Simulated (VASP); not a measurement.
VASP runs on HfS (a trial cell in the CrB structure, space group Cmcm) share one base input (PBE GGA, plane waves, VASP's PBE PAW potentials (set 64)) and change the settings named in each case.

INCAR:
```
! general
SYSTEM  = HfS
PREC    = Accurate
ENCUT   = 400   ! plane-wave cut-off (eV)
LREAL   = .False.   ! projection in real space or not
LASPH   = .True.

! electronic loop
EDIFF   = 1E-6   ! SCF stop (eV)
NELM    = 100   ! most electronic steps
ALGO    = Normal
LMAXMIX = 6   ! l cut-off of mixed one-centre charges

! smearing
ISMEAR  = 0
SIGMA   = 0.05   ! width (eV)

! functional
GGA     = PE   ! PBE

! ions
ISIF    = 2   ! forces and stress, cell fixed

! output
LWAVE   = .False.
LCHARG  = .False.
```

**KPOINTS**
```
Regular mesh
0
G
  6 6 6
0 0 0
```

File POSCAR:
```
HfS
4.7395990
  0.3784244194  -1.0000000000   0.0000000000
  0.3784244194   1.0000000000   0.0000000000
  0.0000000000   0.0000000000   0.7457687876
S Hf
2 2
Cart
  0.3784244194  -0.1280000000   0.1864421969
  0.3784244194   0.1280000000   0.5593265907
  0.3784244194  -0.7095000000   0.1864421969
  0.3784244194   0.7095000000   0.5593265907
```

POTCAR, in this order: S Hf_pv (PBE.64 set). Program: vasp_std.

```csv
change,E(σ→0) (eV/atom),pressure (GPa),−TS (eV)
base run,-7.1012,22.88,-0.0025
"ENCUT = 800, POTCAR S_h Hf_pv (PBE.64 set)",-7.0996,23.08,-0.0025
"ENCUT = 520, POTCAR S Hf_sv (PBE.64 set)",-8.5078,23.15,-0.0025
"ENCUT = 520, POTCAR S Hf (PBE.64 set)",-7.1386,22.46,-0.0026
ENCUT = 520,-7.1019,22.90,-0.0025
ENCUT = 800,-7.1026,22.95,-0.0025
```
 Energies of different potentials or functionals have different zeros. Unless said otherwise, spin-orbit coupling is left out, though it shifts the bands of the heavy elements here.

Left out are runs that ran out of time, are held back, or changed the cell or the kind of run, fixed moments of cells without a moment, rows past the twelfth, gaps on odd meshes, pressures of charged cells and columns that move by less than the noise.

The structure was generated: HfS was put into the CrB type (Cmcm), which need not be its known phase. The cell was not relaxed at this level.
